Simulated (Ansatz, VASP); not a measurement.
## KTa3 in VASP and in Ansatz

```xyz
4
Lattice="4.3753 0.0000 0.0000 0.0000 4.3753 0.0000 0.0000 0.0000 4.3753" Properties=species:S:1:pos:R:3 pbc="T T T"
K     0.0000    0.0000    0.0000
Ta    0.0000    2.1877    2.1877
Ta    2.1877    0.0000    2.1877
Ta    2.1877    2.1877    0.0000
```

Alike in both runs: functional PBE; k mesh 10 × 10 × 10; occupations gaussian, width 0.1 eV; no spin polarisation.

Ansatz relaxed the structure, and its values are those at the end. VASP's run is a single point on that final structure, the one shown.

|  | VASP | Ansatz |
| --- | --- | --- |
| version | VASP 6.6.1 | Ansatz 0.2.0 |
| potentials or method | VASP PAW PBE potentials, release 64 (K_sv, Ta_pv) | scalar-relativistic, plane waves, PAW |
| plane-wave cutoff (eV) | 520 | 420 |
| valence electrons in the cell | 42 | 48 |

```csv
,VASP,Ansatz,Ansatz less VASP
gap on the k mesh at the Fermi level (eV),none,none,-
pressure (GPa),0.2,0.0,-0.18
```

A gap of «none» marks a metal or a gap that the smearing closes. The functional is the same, so the differences come from potentials, cutoffs and numerics. The two sets of potentials don't hold the same shells in valence.

The runs have no spin-orbit coupling, so splittings on Ta are missing.
